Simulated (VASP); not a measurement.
The system is Bi2Se3 (Paraguanajuatite).

```
CELL_PARAMETERS angstrom
2.06639 1.19303 10.21086
-2.06639 1.19303 10.21086
0.00000 -2.38607 10.21086
ATOMIC_POSITIONS crystal
Bi 0.39582 0.39582 0.39582
Bi 0.60418 0.60418 0.60418
Se 0.00000 0.00000 0.00000
Se 0.22058 0.22058 0.22058
Se 0.77942 0.77942 0.77942
```

The cell isn't the ideal one: a relaxed cell with its volume scaled by 0.96.

| Property | Result |
| --- | --- |
| Program | VASP 6.6.1 |
| Task | relaxation of shape and atoms at fixed volume |
| Functional | PBE |
| Potentials or basis | VASP PAW PBE potentials, release 64 (Bi, Se) |
| Cutoff | 300 eV |
| k mesh | 4 × 4 × 4 |
| Occupations | gaussian, width 0.03 eV |
| Spin | no spin polarisation |

At the start: pressure 2.4 GPa; volume 30.21 Å³/atom.

Where does the relaxation end?

Over 7 steps the energy falls by 7.5 meV/atom; space group R-3m (No. 166, to 0.05 Å).

Step by step:
| step | energy change (eV) | largest force (eV/Å) | pressure (GPa) |
| --- | --- | --- | --- |
| 1 | 0.0000 | 0.3416 | 2.37 |
| 2 | -0.0093 | 0.1992 | 2.04 |
| 3 | -0.0123 | 0.2265 | 1.71 |
| 4 | -0.0187 | 0.1940 | 1.52 |
| 5 | -0.0322 | 0.0997 | 0.98 |
| 6 | -0.0341 | 0.0739 | -0.01 |
| 7 | -0.0373 | 0.0026 | 0.41 |

Final structure:
```
Bi Se
1.0
     2.09081    1.20713    9.97381
    -2.09081    1.20713    9.97381
     0.00000   -2.41426    9.97381
Bi Se
2 3
Direct
  0.39795 0.39795 0.39795
  0.60205 0.60205 0.60205
  0.00000 0.00000 0.00000
  0.21640 0.21640 0.21640
  0.78360 0.78360 0.78360
```

Caveat: the k mesh is coarse (spacing up to 0.44 Å⁻¹), so the values aren't converged.
